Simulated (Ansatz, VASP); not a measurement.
# NaGaGeS4: VASP beside Ansatz, part 3 of 3

Wanted: the spread between two codes on one cell, functional and k mesh. Of the first pair: The structure shown is the start of the Ansatz relaxation below; VASP solves that cell, so the two are compared at the walk's first step.

VASP 6.6.1 and Ansatz 0.2.0.

So far. Step 3 (VASP: single point, PBE with D3(BJ), start cell, pair 1): The run ends at a pressure of 10.00 GPa, with forces up to 4.1 eV/Å.

**6. VASP: single point, PBE with D3(BJ), relaxed cell, pair 2**

Level of this step: PBE with D3(BJ); plane waves and PAW (Ge_d, Ga_d, Na_pv, S) (VASP).

The same cell, functional, mesh and smearing now go to VASP, with its own data sets.

Input file INCAR:

```
SYSTEM = NaGaGeS4
PREC = Accurate
ENCUT = 500
EDIFF = 1E-06
NELM = 120
ISMEAR = -1
SIGMA = 0.05
LREAL = .FALSE.
ALGO = Normal
GGA = PE
IVDW = 12
NBANDS = 136
LORBIT = 11
LWAVE = .FALSE.
LCHARG = .FALSE.
ISIF = 2
LASPH = .TRUE.
GGA_COMPAT = .FALSE.
EFERMI = MIDGAP
KPAR = 4
```

Input file POSCAR:

```
NaGaGeS4
1.0
    9.0734915567     -0.5532381028      0.2267709051
   -0.5532381028      8.9035627654      0.4325448590
    0.2267709051      0.4325448590      8.1830737788
Ge Ga Na S
4 4 4 16
Direct
    0.0530295204      0.9714456824      0.9268036172
    0.7008734935      0.0689982288      0.4647620891
    0.4222982736      0.5369533128      0.4002946665
    0.0479148743      0.3786647305      0.3563908595
    0.8458208840      0.3553986085      0.7172408506
    0.4215742624      0.9196147228      0.1414295718
    0.8031385227      0.6055078993      0.1113952078
    0.5924903620      0.6931505239      0.7421351389
    0.2443634173      0.6475288223      0.9266792484
    0.3061107549      0.1764961897      0.6981154214
    0.7254159145      0.0943103137      0.9788025823
    0.0337552375      0.8438376955      0.4114304845
    0.2358304789      0.0686894212      0.0802913229
    0.0065221524      0.4798906128      0.1086826183
    0.7104677206      0.8194197648      0.5059106939
    0.7089899569      0.5064742404      0.8831326256
    0.9934776225      0.5275207598      0.5453302106
    0.1273646255      0.8584678852      0.7262284689
    0.2950348874      0.7152761168      0.2891619909
    0.8682589033      0.8602752282      0.1147527811
    0.2825150824      0.3184640343      0.3531318444
    0.6326370535      0.2113449922      0.6584446944
    0.6551759665      0.4991657434      0.3378310363
    0.5083327317      0.8732362644      0.8858502281
    0.9450380241      0.1340481400      0.3922506834
    0.0134509782      0.2210955249      0.8534490821
    0.5542095540      0.1173627891      0.2567514708
    0.3971227450      0.5246147524      0.6742885105
```

Input file KPOINTS:

```
Automatic mesh
0
Gamma
2 2 2
0 0 0
```

Potentials, in the order of the species: Ge_d, Ga_d, Na_pv and S (PBE family, release 64).

Launch:

```console
mpirun -np 4 vasp_std
```

Numbers of over 12 decimals in the logs are rounded to 6 here.

What it wrote:

```text
[banner, memory and clock lines left out]
running    4 mpi-ranks, on    1 nodes
[...]
[... a notice as in an earlier step ...]

 LDA part: xc-table for (Slater+PW92), standard interpolation
 POSCAR, INCAR and KPOINTS ok, starting setup
[...]
entering main loop
       N       E                     dE             d eps       ncg     rms          rms(c)
DAV:   1     0.338184439329E+04    0.33818E+04   -0.92909E+04  2760   0.257E+03
DAV:   2     0.799719562622E+03   -0.25821E+04   -0.24636E+04  2192   0.876E+02
DAV:   3    -0.118070835739E+02   -0.81153E+03   -0.77659E+03  2640   0.277E+02
DAV:   4    -0.114531733898E+03   -0.10272E+03   -0.10099E+03  2536   0.104E+02
[...]
DAV:  16    -0.117268794282E+03   -0.32900E-05   -0.13485E-05  2352   0.408E-02    0.843E-03
DAV:  17    -0.117268796185E+03   -0.19024E-05   -0.76515E-06  2424   0.129E-02    0.313E-03
DAV:  18    -0.117268796487E+03   -0.30244E-06   -0.85816E-07  1480   0.578E-03
   1 F= -.12427371E+03 E0= -.12427371E+03  d E =-.673021E-07
```

From OUTCAR (step 6):

```text
 Edisp (eV)   -7.00492

  Total      -0.54967    -0.68834    -0.83533    -0.15080     0.01357     0.01027
  in kB      -1.34185    -1.68036    -2.03919    -0.36813     0.03313     0.02508
  external pressure =       -1.69 kB  Pullay stress =        0.00 kB

 POSITION                                       TOTAL-FORCE (eV/Angst)
 -----------------------------------------------------------------------------------
      0.15389      9.02087      8.01632         0.008555     -0.016154     -0.003549
      6.42659      0.42761      3.99197        -0.015646     -0.003864     -0.017826
      3.62543      4.72031      3.60366         0.004515     -0.005860      0.009155
      0.30608      3.49911      3.09103        -0.004624      0.008965     -0.023297
      7.64058      3.00661      6.21477        -0.005288     -0.024980     -0.015729
      3.34846      8.01579      1.65070        -0.025593      0.002031     -0.000908
      6.97754      4.99503      1.35559        -0.012207      0.000896     -0.011514
      5.16077      6.16473      6.50712         0.015399      0.010629     -0.004267
      2.06914      6.03095      7.91858         0.000028     -0.004328      0.006801
      2.83816      1.70406      5.85849         0.013392     -0.002500     -0.011693
      6.75184      0.86175      8.21491         0.017471      0.005513      0.006916
     -0.06726      7.67245      3.73942        -0.007747     -0.003173     -0.013593
      2.12001      0.51584      0.74022        -0.005491     -0.025041     -0.017637
     -0.18167      4.31614      1.09841         0.004154     -0.014478      0.042298
[...]
-----------------------------------------------------------------------------------
    total drift:                               -0.000258      0.000745     -0.002310

  FREE ENERGIE OF THE ION-ELECTRON SYSTEM (eV)
  ---------------------------------------------------
  free  energy   TOTEN  =      -124.2737125035 eV

  energy  without entropy=     -124.2737124362  energy(sigma->0) =     -124.27371247

[... 1 part as in an earlier step ...]

[... 2 further parts left out ...]
[key lines of the parts left out:]
E-fermi :   3.0459
```

The run ends at a pressure of -0.17 GPa, with forces up to 0.057 eV/Å.

**7. Differences**

What differs besides the data sets and the points named for the pairs above, as far as they apply: the data sets hold 240 valence electrons in Ansatz (on its PAW soft_1 files) and 232 in VASP; the cutoff is 420 eV in Ansatz and 500 eV in VASP; Ansatz's pressure holds a Pulay correction, VASP's none. Total energies have different zeros and are not compared.

Both answers:

```tsv
quantity	Ansatz	VASP	difference
pressure (GPa)	0.00	-0.17	+0.17
gap on the k mesh (eV)	1.599	1.622	-0.023
```

At this near-relaxed geometry the largest component of a force difference is 46 meV/Å. A gap on the mesh is an upper bound, since the band edges may lie between its points.

**8. Outcome**

```
r.m.s. force difference (single point, PBE with D3(BJ), start cell, pair 1)   : 1.3 % of the r.m.s. force
r.m.s. force difference (single point, PBE with D3(BJ), relaxed cell, pair 2) : 14 meV/Å
```

The r.m.s. force difference is 14 meV/Å (single point, PBE with D3(BJ), relaxed cell, pair 2), beyond the 12 meV/Å picked in this series as the mark of a large difference. The data sets hold unlike numbers of valence electrons (240 in Ansatz and 232 in VASP), so part of the differences comes from the potentials. What causes the difference of the single point, PBE with D3(BJ), relaxed cell, pair 2 pair stays open here. Such differences can come from data sets, numerical settings and the points named under the comparisons, not from the functional's error against experiment.

[Lines on the potential files, build, host, timing and source positions are cut from VASP's logs without a mark.]

[Logs are printed without paths, hosts, clocks, repeated set-up lines and the standing remarks that a program may print on its own settings, such as how far it seeks lower states.]

[Hosts, paths, dates, database ids (printed as entryN), source tags and the programs' standing remarks are cut or masked in the printed files.]
